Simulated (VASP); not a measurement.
## CoSi2: structure and properties in VASP

Wanted: the relaxed cell of CoSi2 and its properties. The steps: magnetic start: ferromagnetic, magnetic start: antiferromagnetic, q = (0, 0, 1/2), magnetic start: antiferromagnetic, q = (1/2, 1/2, 0), the orders side by side, relaxing cell and atoms (PBE + U), second relaxation, density, ELF and potential (PBE + U), bands along the symmetry lines (PBE + U), total and projected DOS (PBE + U), zone-centre phonons (PBE + U) and optical spectrum (PBE + U). The start is a cell from a database of measured crystal structures.

Calculated with VASP 6.6.1; PBE, DFT+U (Co d 4 eV), spin-polarised from a ferromagnetic start (one magnetic atom a cell); plane waves and PAW (Co, Si), in the first sound run; inputs show where later runs differ.

**1. Starting point**

It takes space group Fm-3m (No. 225, cubic). The conventional cell has a = 5.365 Å, b = 5.365 Å, c = 5.365 Å, α = 90.00°, β = 90.00°, γ = 90.00°. Nearest to Co lie 8 Si at 2.32 Å. Si has 4 Co at 2.32 Å nearest. Farther neighbours are not listed.

Structure file:

```
Co Si
1.0
     0.00000    2.68250    2.68250
     2.68250    0.00000    2.68250
     2.68250    2.68250    0.00000
Co Si
1 2
Direct
  0.00000 0.00000 0.00000
  0.25000 0.25000 0.25000
  0.75000 0.75000 0.75000
```

**2. Magnetic start: ferromagnetic**

The properties of a magnet depend on its order, so a few collinear patterns are compared first on the cell as listed, beginning with all moments parallel. PBE, the usual starting point, adds the gradient of the density. A Hubbard U penalises fractional filling of the localised shell, which semilocal functionals favour.

INCAR

```
SYSTEM = CoSi2
PREC = Accurate
ENCUT = 400
EDIFF = 1E-06
NELM = 100
ISMEAR = 0
SIGMA = 0.05
LREAL = .FALSE.
ALGO = Normal
GGA = PE
NBANDS = 18
ISPIN = 2
MAGMOM = 2 0 0
LDAU = .TRUE.
LDAUTYPE = 2
LDAUL = 2 -1
LDAUU = 4 0
LDAUJ = 0 0
LDAUPRINT = 1
LASPH = .TRUE.
LMAXMIX = 4
LORBIT = 11
LWAVE = .FALSE.
LCHARG = .FALSE.
KPAR = 8
ISIF = 2
```

POSCAR

```
CoSi2
1.0
    0.0000000000      2.6825000000      2.6825000000
    2.6825000000      0.0000000000      2.6825000000
    2.6825000000      2.6825000000      0.0000000000
Co Si
1 2
Direct
    0.0000000000      0.0000000000      0.0000000000
    0.2500000000      0.2500000000      0.2500000000
    0.7500000000      0.7500000000      0.7500000000
```

KPOINTS

```
Automatic mesh
0
Gamma
7 7 7
0 0 0
```

PAW data sets: Co and Si (PBE family, release 64).

Run with:

```console
$ mpirun -np 8 vasp_std
```

What it wrote:

```text
[banner, memory and clock lines left out]
running    8 mpi-ranks, on    1 nodes
 distrk:  each k-point on    1 cores,    8 groups
 distr:  one band on    1 cores,    1 groups

 POSCAR found type information on POSCAR CoSi
 POSCAR found :  2 types and       3 ions
|                                                                             |
|           W    W    AA    RRRRR   N    N  II  N    N   GGGG   !!!           |
|           W    W   A  A   R    R  NN   N  II  NN   N  G    G  !!!           |
|           W    W  A    A  R    R  N N  N  II  N N  N  G       !!!           |
|           W WW W  AAAAAA  RRRRR   N  N N  II  N  N N  G  GGG   !            |
|           WW  WW  A    A  R   R   N   NN  II  N   NN  G    G                |
|           W    W  A    A  R    R  N    N  II  N    N   GGGG   !!!           |
|                                                                             |
|     For optimal performance we recommend to set                             |
|       NCORE = 2 up to number-of-cores-per-socket                            |
|     NCORE specifies how many cores store one orbital (NPAR=cpu/NCORE).      |
|     This setting can greatly improve the performance of VASP for DFT.       |
|     The default, NCORE=1 might be grossly inefficient on modern             |
|     multi-core architectures or massively parallel machines. Do your        |
|     Unfortunately you need to use the default for GW and RPA                |
|     calculations (for HF NCORE is supported but not extensively tested      |
|     yet).                                                                   |
|                                                                             |

 LDA part: xc-table for (Slater+PW92), standard interpolation
 POSCAR, INCAR and KPOINTS ok, starting setup
 FFT: planning ... GRIDC
 FFT: planning ... GRID_SOFT
 FFT: planning ... GRID
 WAVECAR not read
 entering main loop
       N       E                     dE             d eps       ncg     rms          rms(c)
DAV:   1     0.608840470635E+02    0.60884E+02   -0.56410E+03  1448   0.726E+02
DAV:   2    -0.127197330884E+02   -0.73604E+02   -0.65611E+02  1546   0.172E+02
DAV:   3    -0.160819642477E+02   -0.33622E+01   -0.32968E+01  1800   0.422E+01
DAV:   4    -0.161325452546E+02   -0.50581E-01   -0.50513E-01  1680   0.476E+00
DAV:   5    -0.161337537048E+02   -0.12085E-02   -0.12084E-02  1752   0.762E-01    0.141E+01
DAV:   6    -0.188784329771E+02   -0.27447E+01   -0.11356E+01  1540   0.723E+01    0.144E+01
DAV:   7    -0.157941171944E+02    0.30843E+01   -0.63341E+00  1746   0.570E+01    0.371E+00
DAV:   8    -0.158174262975E+02   -0.23309E-01   -0.48918E-01  1802   0.585E+00    0.170E+00
DAV:   9    -0.158116091430E+02    0.58172E-02   -0.65193E-02  1826   0.359E+00    0.833E-01
DAV:  10    -0.158137503968E+02   -0.21413E-02   -0.42378E-03  1830   0.501E-01    0.337E-01
DAV:  11    -0.158152194208E+02   -0.14690E-02   -0.17467E-03  1874   0.541E-01    0.153E-01
DAV:  12    -0.158155914257E+02   -0.37200E-03   -0.57065E-04  1692   0.198E-01    0.690E-02
DAV:  13    -0.158156118017E+02   -0.20376E-04   -0.27116E-05  1890   0.457E-02    0.276E-02
DAV:  14    -0.158156264303E+02   -0.14629E-04   -0.10451E-05  1664   0.419E-02    0.104E-02
DAV:  15    -0.158156290825E+02   -0.26522E-05   -0.45238E-06  1742   0.206E-02    0.301E-03
DAV:  16    -0.158156292514E+02   -0.16891E-06   -0.26800E-07   824   0.540E-03
   1 F= -.15815629E+02 E0= -.15814610E+02  d E =-.203781E-02  mag=     0.0001
```

Run time: 16 s. Hardware: 8 MPI ranks of Intel Xeon Platinum 8259CL at 2.50GHz (Skylake/Cascade Lake), shared host; peak memory 1.4 GiB.

Lines that name or quote the potential files are left out of all logs, and their timing lines are given in words.

OUTCAR, selected parts (step 2):

```text
ion  position               nearest neighbor table
   1  0.000  0.000  0.000-   3 2.32   3 2.32   3 2.32   2 2.32   3 2.32   2 2.32   2 2.32   2 2.32

  LATTYP: Found a face centered cubic cell.
 ALAT       =     5.3650000000

 Subroutine GETGRP returns: Found 48 space group operations
 (whereof 48 operations were pure point group operations)

The static configuration has the point symmetry O_h .

 Found     20 irreducible k-points:

   k-points           NKPTS =     20   k-points in BZ     NKDIM =     20   number of bands    NBANDS=     18

   dimension x,y,z NGX =    28 NGY =   28 NGZ =   28
   dimension x,y,z NGXF=    56 NGYF=   56 NGZF=   56

   ENCUT  =  400.0 eV  29.40 Ry    5.42 a.u.   6.19  6.19  6.19*2*pi/ulx,y,z

   NELECT =      17.0000    total number of electrons

 k-points in reciprocal lattice and weights: Automatic mesh
   0.00000000  0.00000000  0.00000000       0.003
   0.14285714  0.00000000  0.00000000       0.023
   0.28571429  0.00000000  0.00000000       0.023
   0.42857143  0.00000000  0.00000000       0.023
   0.14285714  0.14285714  0.00000000       0.017
   0.28571429  0.14285714  0.00000000       0.070
   0.42857143  0.14285714  0.00000000       0.070
  -0.42857143  0.14285714  0.00000000       0.070
  -0.28571429  0.14285714  0.00000000       0.070
[...]
-0.42857143  0.42857143  0.14285714       0.070
  -0.28571429  0.42857143  0.14285714       0.070

atom =   1  type =  1  l = 2

 onsite density matrix

spin component  1

  0.7385 -0.0000 -0.0000  0.0000 -0.0000
 -0.0000  0.7385  0.0000  0.0000  0.0000
 -0.0000  0.0000  0.8447  0.0000  0.0000
  0.0000  0.0000  0.0000  0.7385  0.0000
 -0.0000  0.0000  0.0000  0.0000  0.8447

spin component  2

  0.7384 -0.0000 -0.0000  0.0000 -0.0000
 -0.0000  0.7384  0.0000  0.0000  0.0000
 -0.0000  0.0000  0.8447  0.0000  0.0000
  0.0000  0.0000  0.0000  0.7384  0.0000
 -0.0000  0.0000  0.0000  0.0000  0.8447

 occupancies and eigenvectors

  o =  0.7384  v =  0.0000  0.0000  0.0000  0.0000  0.0000  0.0000  0.9244  0.0000  0.3814 -0.0000      0.0000  0.0000  0.0000  0.0000  0.0000  0.0000  0.0000  0.0000  0.0000  0.0000
  o =  0.7384  v =  0.0000  0.0000  0.0000  0.0000  0.0000  0.0000 -0.3814  0.0000  0.9244  0.0000      0.0000  0.0000  0.0000  0.0000  0.0000  0.0000  0.0000  0.0000  0.0000  0.0000
  o =  0.7384  v =  0.0000  0.0000  0.0000  0.0000  0.0000  1.0000  0.0000  0.0000  0.0000  0.0000      0.0000  0.0000  0.0000  0.0000  0.0000  0.0000  0.0000  0.0000  0.0000  0.0000
  o =  0.7385  v =  0.0000 -0.9252  0.0000 -0.3794  0.0000  0.0000  0.0000  0.0000  0.0000  0.0000      0.0000  0.0000  0.0000  0.0000  0.0000  0.0000  0.0000  0.0000  0.0000  0.0000
  o =  0.7385  v =  1.0000  0.0000  0.0000  0.0000  0.0000  0.0000  0.0000  0.0000  0.0000  0.0000      0.0000  0.0000  0.0000  0.0000  0.0000  0.0000  0.0000  0.0000  0.0000  0.0000
  o =  0.7385  v =  0.0000 -0.3794  0.0000  0.9252  0.0000  0.0000  0.0000  0.0000  0.0000  0.0000      0.0000  0.0000  0.0000  0.0000  0.0000  0.0000  0.0000  0.0000  0.0000  0.0000
  o =  0.8447  v =  0.0000  0.0000  0.0000  0.0000  0.0000  0.0000  0.0000 -0.0726 -0.0000  0.9974      0.0000  0.0000  0.0000  0.0000  0.0000  0.0000  0.0000  0.0000  0.0000  0.0000
  o =  0.8447  v =  0.0000  0.0000  0.0000  0.0000  0.0000  0.0000 -0.0000  0.9974 -0.0000  0.0726      0.0000  0.0000  0.0000  0.0000  0.0000  0.0000  0.0000  0.0000  0.0000  0.0000
  o =  0.8447  v =  0.0000  0.0000  0.9233 -0.0000 -0.3840  0.0000  0.0000  0.0000  0.0000  0.0000      0.0000  0.0000  0.0000  0.0000  0.0000  0.0000  0.0000  0.0000  0.0000  0.0000
  o =  0.8447  v =  0.0000 -0.0000 -0.3840  0.0000 -0.9233  0.0000  0.0000  0.0000  0.0000  0.0000      0.0000  0.0000  0.0000  0.0000  0.0000  0.0000  0.0000  0.0000  0.0000  0.0000

 average (electrostatic) potential at core
       1 -77.5963       2 -79.6622       3 -79.6622

 E-fermi :   9.8647

 spin component 1
 k-point     1 :       0.0000    0.0000    0.0000
  band No.  band energies     occupation
    ...
      2       5.7213      1.00000
      3       5.7213      1.00000
      4       5.7213      1.00000
      5       7.4971      1.00000
      6       7.4971      1.00000
      7      10.6533      0.00000
      8      13.2612      0.00000
      9      13.2612      0.00000
     10      13.2612      0.00000
     11      13.5421      0.00000
    ...

 k-point     2 :       0.1429    0.0000    0.0000
  band No.  band energies     occupation
    ...
      2       5.0354      1.00000
      3       5.8293      1.00000
      4       5.8293      1.00000
      5       7.4332      1.00000
      6       7.4332      1.00000
      7      10.3677      0.00000
      8      11.6614      0.00000
      9      12.1266      0.00000
     10      12.1266      0.00000
     11      14.3267      0.00000
    ...

 k-point     3 :       0.2857    0.0000    0.0000
  band No.  band energies     occupation
    ...
      3       6.0391      1.00000
      4       6.0391      1.00000
      5       7.4400      1.00000
      6       7.4400      1.00000
      7       8.6585      1.00000
      8      10.8537      0.00000
      9      10.8537      0.00000
     10      12.3562      0.00000
     11      13.5711      0.00000
     12      13.5711      0.00000
    ...

 k-point     4 :       0.4286    0.0000    0.0000
  band No.  band energies     occupation
    ...
      5       7.7658      1.00000
      6       7.7788      1.00000
      7       7.7788      1.00000
      8       9.7627      0.99804
      9       9.7627      0.99804
     10      12.6199      0.00000
     11      13.2232      0.00000
     12      13.2232      0.00000
     13      14.2516      0.00000
     14      19.5826      0.00000
    ...

 k-point     5 :       0.1429    0.1429    0.0000
  band No.  band energies     occupation
    ...
      2       5.0990      1.00000
      3       5.7642      1.00000
      4       5.7642      1.00000
      5       7.1570      1.00000
      6       7.5928      1.00000
      7      10.9868      0.00000
      8      11.0170      0.00000
      9      11.0170      0.00000
     10      11.8861      0.00000
     11      13.7710      0.00000
    ...

 k-point     6 :       0.2857    0.1429    0.0000
  band No.  band energies     occupation
    ...
      3       5.8891      1.00000
      4       5.9384      1.00000
      5       6.8454      1.00000
      6       7.6806      1.00000
      7       9.0113      1.00000
      8      10.0475      0.00000
      9      10.6143      0.00000
     10      11.7653      0.00000
     11      14.1074      0.00000
     12      14.7448      0.00000
    ...

  Total       -1.2835439     -1.2835439     -1.2835439      0.0000000     -0.0000000      0.0000000
  in kB      -53.2687043    -53.2687043    -53.2687043      0.0000000     -0.0000000      0.0000000
  external PRESSURE =     -53.2687043 kB  Pullay stress =       0.0000000 kB

  energy-cutoff  :      400.00
  volume of cell :       38.61
      direct lattice vectors                 reciprocal lattice vectors
     0.000000000  2.682500000  2.682500000    -0.186393290  0.186393290  0.186393290
     2.682500000  0.000000000  2.682500000     0.186393290 -0.186393290  0.186393290
     2.682500000  2.682500000  0.000000000     0.186393290  0.186393290 -0.186393290

 POSITION                                       TOTAL-FORCE (eV/Angst)
 -----------------------------------------------------------------------------------
      0.00000      0.00000      0.00000        -0.000000     -0.000000     -0.000000
      1.34125      1.34125      1.34125        -0.000000     -0.000000     -0.000000
      4.02375      4.02375      4.02375         0.000000      0.000000      0.000000
 -----------------------------------------------------------------------------------
    total drift:                               -0.000000     -0.000000      0.000000

  FREE ENERGIE OF THE ION-ELECTRON SYSTEM (eV)
  ---------------------------------------------------
  free  energy   TOTEN  =       -15.8156292514 eV

  energy  without entropy=      -15.8135914458  energy(sigma->0) =      -15.81461035

 total charge
# of ion       s       p       d       tot
------------------------------------------
    1        0.523   0.689   7.766   8.979
    2        0.715   0.865   0.000   1.580
    3        0.715   0.865   0.000   1.580
--------------------------------------------------
tot          1.954   2.419   7.766  12.139

 magnetization (x)
# of ion       s       p       d       tot
------------------------------------------
    1       -0.000   0.000   0.000   0.000
    2       -0.000  -0.000   0.000  -0.000
    3       -0.000  -0.000   0.000  -0.000
--------------------------------------------------
tot         -0.000  -0.000   0.000   0.000

[... 6 further parts left out ...]
```

The k-mesh is coarse for a metal. A U on the itinerant d states of such a compound is hard to justify; it moves the bands at the Fermi level. At this level the cell is under a tension of 5.3 GPa, so at these settings it is away from equilibrium.

Numbers from this step:

| Property | Result |
| --- | --- |
| SCF cycles | 16 |
| electrons | 17 |
| bands | 18 |
| irreducible k-points | 20 |
| symmetry operations | 48 |
| free energy (TOTEN) | -15.82 eV |
| energy at zero smearing | -15.81 eV |
| Fermi energy | 9.865 eV |
| pressure | -5.327 GPa |
| metallic, judged on the points sampled | yes |

The spin moment in the PAW sphere vanishes on all atoms.

The moments fall under 0.1 μB, and the mesh shows no gap.

(Part 1 of 8 ends here.)

[Lines on the potential files, build, host, timing and source positions are cut from VASP's logs without a mark.]

[Logs are printed without paths, hosts, clocks, repeated set-up lines and the standing remarks that a program may print on its own settings, such as how far it seeks lower states.]

[Hosts, paths, dates, database ids (printed as entryN), source tags and the programs' standing remarks are cut or masked in the printed files.]

[A measured line is paired with the nearest computed mode of its activity, which favours agreement.]

[In band tables of VASP the shares of atoms and orbitals are scaled to a sum of 1 inside the atoms' spheres.]
